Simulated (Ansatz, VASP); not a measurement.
# Cross-check of SnO2 between VASP and Ansatz, part 2 of 2

Aim: how closely do two programs agree when they are given the same cell, functional and k mesh? The cell is taken from a series of runs on this material, whose earlier steps may have relaxed, scaled, displaced or heated it; both programs get it as it stands.

VASP 6.6.1 and Ansatz 0.2.0.

So far: The structure; Ansatz: G0W0 gap, LDA.

## 3. VASP: G0W0 gap, LDA

Level of this step: G0W0 on LDA; plane waves and PAW (Sn_d_GW, O_GW) (VASP).

The same cell, functional (in two slightly different forms) and mesh now go to VASP, with its own data sets.

Lines of VASP's logs that name or quote its potential files are left out, and so is its time.

The run reads the wave functions of an earlier VASP run, which isn't shown here.

INCAR reads:

```
SYSTEM = SnO2
PREC = Accurate
ENCUT = 440
ISMEAR = 0
SIGMA = 0.01
LREAL = .FALSE.
GGA = CA
NBANDS = 768
ALGO = EVGW0
NELMGW = 1
ENCUTGW = 140
NOMEGA = 64
PRECFOCK = Fast
NBANDSGW = 64
LWAVE = .FALSE.
LCHARG = .FALSE.
```

POSCAR reads:

```
SnO2
1.0
   -5.4539096500      5.4539096500      1.6404764950
    5.4539096500     -5.4539096500      1.6404764950
    5.4539096500      5.4539096500     -1.6404764950
Sn O
4 8
Direct
    0.3476879984      0.1625815142      0.5102695126
    0.8374184858      0.3476879984      0.1851064842
    0.1625815142      0.6523120016      0.8148935158
    0.6523120016      0.8374184858      0.4897304874
    0.1601587413      0.4612895613      0.6214483026
    0.5387104387      0.1601587413      0.6988691799
    0.4612895613      0.8398412587      0.3011308201
    0.8398412587      0.5387104387      0.3785516974
    0.8398503168      0.7807491353      0.6205994521
    0.2192508647      0.8398503168      0.0591011815
    0.1601496832      0.2192508647      0.3794005479
    0.7807491353      0.1601496832      0.9408988185
```

KPOINTS reads:

```
Automatic mesh
0
Gamma
4 4 4
0 0 0
```

PAW data sets: Sn_d_GW and O_GW (LDA family, release 64).

Command:

```sh
> mpirun -np 16 vasp_std
```

Numbers of over 12 decimals in the logs are rounded to 6 here.

The program printed:

```text
[banner, memory and clock lines left out]
running   16 mpi-ranks, on    1 nodes
 distrk:  each k-point on   16 cores,    1 groups
 distr:  one band on    1 cores,   16 groups

 POSCAR found type information on POSCAR SnO
 POSCAR found :  2 types and      12 ions
|                                                                             |
|           W    W    AA    RRRRR   N    N  II  N    N   GGGG   !!!           |
|           W    W   A  A   R    R  NN   N  II  NN   N  G    G  !!!           |
|           W    W  A    A  R    R  N N  N  II  N N  N  G       !!!           |
|           W WW W  AAAAAA  RRRRR   N  N N  II  N  N N  G  GGG   !            |
|           WW  WW  A    A  R   R   N   NN  II  N   NN  G    G                |
|           W    W  A    A  R    R  N    N  II  N    N   GGGG   !!!           |
|                                                                             |
|     For optimal performance we recommend to set                             |
|       NCORE = 2 up to number-of-cores-per-socket                            |
|     NCORE specifies how many cores store one orbital (NPAR=cpu/NCORE).      |
|     This setting can greatly improve the performance of VASP for DFT.       |
|     The default, NCORE=1 might be grossly inefficient on modern             |
|     multi-core architectures or massively parallel machines. Do your        |
|     Unfortunately you need to use the default for GW and RPA                |
|     calculations (for HF NCORE is supported but not extensively tested      |
|     yet).                                                                   |
|                                                                             |

|                                                                             |
|           W    W    AA    RRRRR   N    N  II  N    N   GGGG   !!!           |
|           W    W   A  A   R    R  NN   N  II  NN   N  G    G  !!!           |
|           W    W  A    A  R    R  N N  N  II  N N  N  G       !!!           |
|           W WW W  AAAAAA  RRRRR   N  N N  II  N  N N  G  GGG   !            |
|           WW  WW  A    A  R   R   N   NN  II  N   NN  G    G                |
|           W    W  A    A  R    R  N    N  II  N    N   GGGG   !!!           |
|                                                                             |
|     The default for ENCUTGWSOFT is different in this version of VASP.       |
|     please manually set ENCUTGWSOFT =140 in the INCAR file.                 |
|                                                                             |

 LDA part: xc-table for (Slater(with rela. corr.)+CA(PZ))
 , standard interpolation
 found WAVECAR, reading the header
 POSCAR, INCAR and KPOINTS ok, starting setup
 FFT: planning ... GRIDC
 FFT: planning ... GRID_SOFT
 FFT: planning ... GRID
 reading WAVECAR
 the WAVECAR file was read successfully
 initial charge from wavefunction
 available memory per node:     14.74 GB, setting MAXMEM to     15092

 The Fermi energy was updated, please check that it is located mid-gap
 values below the HOMO (VB) or above the LUMO (CB) will cause erroneous energies
 E-fermi :   1.2957

 calculate exact exchange contribution
 the WAVEDER file was read successfully
energies w=
    0.000    0.000    0.534    0.000    1.068    0.000    1.599    0.000
    2.126    0.000    2.649    0.000    3.167    0.000    3.679    0.000
    4.184    0.000    4.683    0.000    5.175    0.000    5.660    0.000
    6.139    0.000    6.611    0.000    7.077    0.000    7.538    0.000
    7.994    0.000    8.446    0.000    8.894    0.000    9.340    0.000
    9.784    0.000   10.227    0.000   10.670    0.000   11.114    0.000
   11.561    0.000   12.010    0.000   12.465    0.000   12.925    0.000
   13.392    0.000   13.868    0.000   14.353    0.000   14.851    0.000
   15.363    0.000   15.891    0.000   16.437    0.000   17.004    0.000
   17.595    0.000   18.213    0.000   18.862    0.000   19.547    0.000
   20.271    0.000   21.042    0.000   21.866    0.000   22.750    0.000
   23.705    0.000   24.741    0.000   25.872    0.000   27.114    0.000
   28.489    0.000   30.020    0.000   31.739    0.000   33.687    0.000
   35.915    0.000   38.492    0.000   41.508    0.000   45.090    0.000
   49.412    0.000   54.733    0.000   61.441    0.000   70.152    0.000
   81.909    0.000   98.624    0.000  124.221    0.000  168.240    0.000
 responsefunction array rank=     768
 LDA part: xc-table for (Slater(with rela. corr.)+CA(PZ))
 , standard interpolation

 min. memory requirement per mpi rank   1261.9 MB, per node  20189.7 MB

 allocating   4 responsefunctions rank=   768
 shmem allocating  64 responsefunctions rank=   768
 response function shared by NCSHMEM nodes    1
 Doing            4  frequencies on each core in blocks of           64
NQ=   1    0.0000    0.0000    0.0000,
|.........|.........|.........|.........|.........|.........|.........|.........
 performed       6141000 updates of chi_q(r,r)
 total number of BLAS operations      25684.61 Gflops
NQ=   2    0.2500   -0.0000    0.0000,
|.........|.........|.........|.........|.........|.........|.........|.........
 performed      17198000 updates of chi_q(r,r)
 total number of BLAS operations      74648.86 Gflops
NQ=   3    0.5000   -0.0000    0.0000,
|.........|.........|.........|.........|.........|.........|.........|.........
 performed      25502000 updates of chi_q(r,r)
 total number of BLAS operations     110833.44 Gflops
NQ=   4    0.2500    0.2500    0.0000,
|.........|.........|.........|.........|.........|.........|.........|.........
 performed      36559000 updates of chi_q(r,r)
 total number of BLAS operations     159403.62 Gflops
NQ=   5    0.5000    0.2500    0.0000,
|.........|.........|.........|.........|.........|.........|.........|.........
 performed      47616000 updates of chi_q(r,r)
 total number of BLAS operations     206542.47 Gflops
NQ=   6   -0.2500    0.5000    0.0000,
|.........|.........|.........|.........|.........|.........|.........|.........
 performed      58673000 updates of chi_q(r,r)
 total number of BLAS operations     253681.32 Gflops
NQ=   7   -0.2500    0.2500    0.0000,
|.........|.........|.........|.........|.........|.........|.........|.........
 performed      67764000 updates of chi_q(r,r)
 total number of BLAS operations     293185.23 Gflops
NQ=   8    0.5000    0.5000    0.0000,
|.........|.........|.........|.........|.........|.........|.........|.........
 performed      74888000 updates of chi_q(r,r)
 total number of BLAS operations     323560.49 Gflops
NQ=   9    0.2500    0.2500    0.2500,
|.........|.........|.........|.........|.........|.........|.........|.........
 performed      82209000 updates of chi_q(r,r)
 total number of BLAS operations     354262.95 Gflops
NQ=  10   -0.2500    0.2500    0.2500,
|.........|.........|.........|.........|.........|.........|.........|.........
 performed      91300000 updates of chi_q(r,r)
 total number of BLAS operations     393552.75 Gflops
NQ=  11    0.5000    0.5000    0.2500,
|.........|.........|.........|.........|.........|.........|.........|.........
 performed     100391000 updates of chi_q(r,r)
 total number of BLAS operations     432309.80 Gflops
NQ=  12   -0.2500    0.5000    0.2500,
|.........|.........|.........|.........|.........|.........|.........|.........
 performed     111448000 updates of chi_q(r,r)
 total number of BLAS operations     479577.89 Gflops
NQ=  13   -0.2500   -0.2500    0.2500,
|.........|.........|.........|.........|.........|.........|.........|.........
 performed     118572000 updates of chi_q(r,r)
 total number of BLAS operations     512069.28 Gflops
NQ=  14    0.5000    0.5000    0.5000,
|.........|.........|.........|.........|.........|.........|.........|.........
 performed     124713000 updates of chi_q(r,r)
 total number of BLAS operations     538685.85 Gflops
 resolving degeneracies of screened two electron integrals

 calculate QP shifts <psi_nk| G(iteration)W_0 |psi_nk>: iteration 1
 entering main loop
```

Parts of OUTCAR (step 3):

```text
ion  position               nearest neighbor table
   1  0.348  0.163  0.510-   6 2.08   9 2.09   9 2.09   8 2.13   8 2.13  11 2.14
   2  0.837  0.348  0.185-   8 2.08  10 2.09  10 2.09   7 2.13   7 2.13  12 2.14
   3  0.163  0.652  0.815-   5 2.08  12 2.09  12 2.09   6 2.13   6 2.13  10 2.14
   4  0.652  0.837  0.490-   7 2.08  11 2.09  11 2.09   5 2.13   5 2.13   9 2.14
   5  0.160  0.461  0.621-   3 2.08   4 2.13   4 2.13
   6  0.539  0.160  0.699-   1 2.08   3 2.13   3 2.13
   7  0.461  0.840  0.301-   4 2.08   2 2.13   2 2.13
   8  0.840  0.539  0.379-   2 2.08   1 2.13   1 2.13
   9  0.840  0.781  0.621-   1 2.09   1 2.09   4 2.14
  10  0.219  0.840  0.059-   2 2.09   2 2.09   3 2.14
  11  0.160  0.219  0.379-   4 2.09   4 2.09   1 2.14
  12  0.781  0.160  0.941-   3 2.09   3 2.09   2 2.14

  LATTYP: Found a body centered tetragonal cell.
 ALAT       =    10.9078193000
 C/A-ratio  =     0.3007890853

 Subroutine GETGRP returns: Found  8 space group operations
 (whereof  8 operations were pure point group operations)

The static configuration has the point symmetry C_4h.

 Found     14 irreducible k-points:

   k-points           NKPTS =     14   k-points in BZ     NKDIM =     64   number of bands    NBANDS=    768

   dimension x,y,z NGX =    54 NGY =   54 NGZ =   54
   dimension x,y,z NGXF=   108 NGYF=  108 NGZF=  108

   ENCUT  =  440.0 eV  32.34 Ry    5.69 a.u.  13.49 13.49 13.49*2*pi/ulx,y,z

   NELECT =     104.0000    total number of electrons

  energy-cutoff  :      440.00
  volume of cell :      195.18
      direct lattice vectors                 reciprocal lattice vectors
    -5.453909650  5.453909650  1.640476495     0.000000000  0.091677353  0.304789493
     5.453909650 -5.453909650  1.640476495     0.091677353  0.000000000  0.304789493
     5.453909650  5.453909650 -1.640476495     0.091677353  0.091677353  0.000000000

 k-points in reciprocal lattice and weights: Automatic mesh
   0.00000000  0.00000000  0.00000000       0.016
   0.25000000 -0.00000000  0.00000000       0.125
   0.50000000 -0.00000000  0.00000000       0.062
   0.25000000  0.25000000  0.00000000       0.125
   0.50000000  0.25000000  0.00000000       0.125
  -0.25000000  0.50000000  0.00000000       0.125
  -0.25000000  0.25000000  0.00000000       0.062
   0.50000000  0.50000000  0.00000000       0.031
   0.25000000  0.25000000  0.25000000       0.031
[...]
-0.25000000 -0.25000000  0.25000000       0.031
   0.50000000  0.50000000  0.50000000       0.016

 E-fermi :   1.2957

 QP shifts <psi_nk| G(iteration)W_0 |psi_nk>: iteration 1
 for sc-GW calculations column KS-energies equals QP-energies in previous step
 and V_xc(KS)=  KS-energies - (<T + V_ion + V_H > + <T+V_H+V_ion>^1  + <V_x>^1)
 k-point   1 :       0.0000    0.0000    0.0000
  band No.  KS-energies  QP-energies   sigma(KS)   V_xc(KS)     V^pw_x(r,r')   Z            occupation Imag(sigma)
    ...
     49       0.0221      -0.4921     -20.4584     -19.7532     -24.4506       0.7292       2.0000       0.0940
     50       0.3120      -0.3151     -20.3796     -19.5089     -25.0475       0.7202       2.0000       0.1010
     51       0.3567      -0.2976     -19.8246     -18.9020     -24.5466       0.7092       2.0000       0.1108
     52       0.3567      -0.2976     -19.8246     -18.9020     -24.5466       0.7092       2.0000       0.1108
     53       1.9439       2.7673     -13.6654     -14.6995     -11.2443       0.7963       0.0000      -0.0136
     54       4.9072       6.1777     -14.4093     -16.0438     -10.8746       0.7774       0.0000      -0.0466
     55       4.9072       6.1777     -14.4093     -16.0438     -10.8746       0.7774       0.0000      -0.0466
     56       5.2473       6.5763     -15.1336     -16.8629     -11.5497       0.7685       0.0000      -0.0608
    ...

 k-point   2 :       0.2500   -0.0000    0.0000
  band No.  KS-energies  QP-energies   sigma(KS)   V_xc(KS)     V^pw_x(r,r')   Z            occupation Imag(sigma)
    ...
     49       0.1401      -0.5328     -20.0643     -19.1248     -24.8307       0.7163       2.0000       0.1059
     50       0.1909      -0.3705     -20.2425     -19.4658     -24.5771       0.7228       2.0000       0.1009
     51       0.5191      -0.0923     -20.2392     -19.3800     -24.9069       0.7116       2.0000       0.1071
     52       0.5296      -0.0898     -20.2348     -19.3653     -24.9248       0.7124       2.0000       0.1070
     53       4.1701       5.3850     -15.4242     -16.9901     -12.4134       0.7758       0.0000      -0.0323
     54       5.5263       6.9426     -15.4966     -17.3471     -11.8209       0.7654       0.0000      -0.0531
     55       5.7269       7.1729     -15.5174     -17.4196     -11.7516       0.7601       0.0000      -0.0544
     56       6.1438       7.6258     -15.4875     -17.4534     -11.5346       0.7538       0.0000      -0.0656
    ...

 k-point   3 :       0.5000   -0.0000    0.0000
  band No.  KS-energies  QP-energies   sigma(KS)   V_xc(KS)     V^pw_x(r,r')   Z            occupation Imag(sigma)
    ...
     49       0.0538      -0.5220     -20.1995     -19.4018     -24.5206       0.7219       2.0000       0.1024
     50       0.2428      -0.3608     -19.9927     -19.1452     -24.5059       0.7122       2.0000       0.1087
     51       0.3851      -0.1867     -20.3306     -19.5321     -24.7892       0.7162       2.0000       0.1040
     52       0.4162      -0.1761     -20.2185     -19.3884     -24.7630       0.7137       2.0000       0.1057
     53       5.6591       7.0749     -14.7517     -16.5854     -10.9392       0.7721       0.0000      -0.0469
     54       5.6828       7.1009     -14.7829     -16.6211     -10.9824       0.7714       0.0000      -0.0474
     55       6.0793       7.5769     -15.5113     -17.4923     -11.5984       0.7560       0.0000      -0.0573
     56       6.1031       7.6081     -15.5980     -17.5914     -11.6847       0.7550       0.0000      -0.0585
    ...

 k-point   4 :       0.2500    0.2500    0.0000
  band No.  KS-energies  QP-energies   sigma(KS)   V_xc(KS)     V^pw_x(r,r')   Z            occupation Imag(sigma)
    ...
     49       0.0494      -0.5103     -20.2427     -19.4688     -24.4770       0.7233       2.0000       0.0996
     50       0.2800      -0.3189     -20.0569     -19.2179     -24.5634       0.7137       2.0000       0.1077
     51       0.3168      -0.2711     -20.1735     -19.3510     -24.6642       0.7147       2.0000       0.1063
     52       0.4468      -0.1363     -20.3145     -19.4992     -24.8367       0.7153       2.0000       0.1045
     53       5.6065       7.0170     -14.7387     -16.5618     -10.9481       0.7737       0.0000      -0.0460
     54       5.7682       7.1979     -14.8855     -16.7479     -11.0639       0.7677       0.0000      -0.0490
     55       6.0396       7.5285     -15.4049     -17.3679     -11.4995       0.7585       0.0000      -0.0561
     56       6.1120       7.6161     -15.6233     -17.6207     -11.7045       0.7531       0.0000      -0.0590
    ...

[... 4 further parts left out ...]
```

## 4. Differences

Known differences besides the potentials themselves: the two LDA forms differ slightly; fixed occupations in Ansatz, narrow Gaussian smearing in VASP; the cutoff is 420 eV in Ansatz and 440 eV in VASP; VASP's log shows a relativistic correction to its local exchange, Ansatz's none; Ansatz integrates over frequency by contour deformation, VASP on a grid of NOMEGA points. Total energies have different zeros and are not compared.

Compared:

```csv
quantity,Ansatz,VASP,difference
G0W0 gap on the mesh (eV),2.80,2.77,+0.03
Kohn-Sham gap under it (eV),1.29,1.30,-0.01
```

## 5. Results

- difference in G0W0 gap on the mesh (G0W0 gap, LDA): 0.027 eV

What this shows: The difference in G0W0 gap on the mesh is 0.027 eV (G0W0 gap, LDA). Such differences can come from data sets, numerical settings and the points named under the comparisons, not from the functional's error against experiment.

[Lines on the potential files, build, host, timing and source positions are cut from VASP's logs without a mark.]

[Logs are printed without paths, hosts, clocks, repeated set-up lines and the standing remarks that a program may print on its own settings, such as how far it seeks lower states.]

[Hosts, paths, dates, database ids (printed as entryN), source tags and the programs' standing remarks are cut or masked in the printed files.]
